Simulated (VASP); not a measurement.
Consider the following.

```xyz
2
Lattice="0.0000 3.2592 3.2592 3.2592 0.0000 3.2592 3.2592 3.2592 0.0000" Properties=species:S:1:pos:R:3 pbc="T T T"
In     0.0000     0.0000     0.0000
Sb     1.6296     1.6296     1.6296
```

Level of theory: PBEsol GGA, VASP's PBE PAW potentials (set 64) (plane waves; VASP). Settings: 500 eV cut-off, 10×10×10 Γ-centred mesh, first-order Methfessel-Paxton smearing of 0.10 eV, potentials In_d Sb.

Unless said otherwise, spin-orbit coupling is left out, though it shifts the bands of the heavy elements here.

Q: Estimate the energy per atom (σ→0), band gap (on the k-mesh) with the smallest direct gap where there is one.

A: 
```yaml
band gap (on the k-mesh): none (metal, semimetal or under 0.01 eV)
energy per atom (σ→0): -3.850 eV/atom
```

The absolute energy has meaning only against runs of the same code, potentials and settings.

The compound is InSb in the zinc blende structure. It was relaxed first.
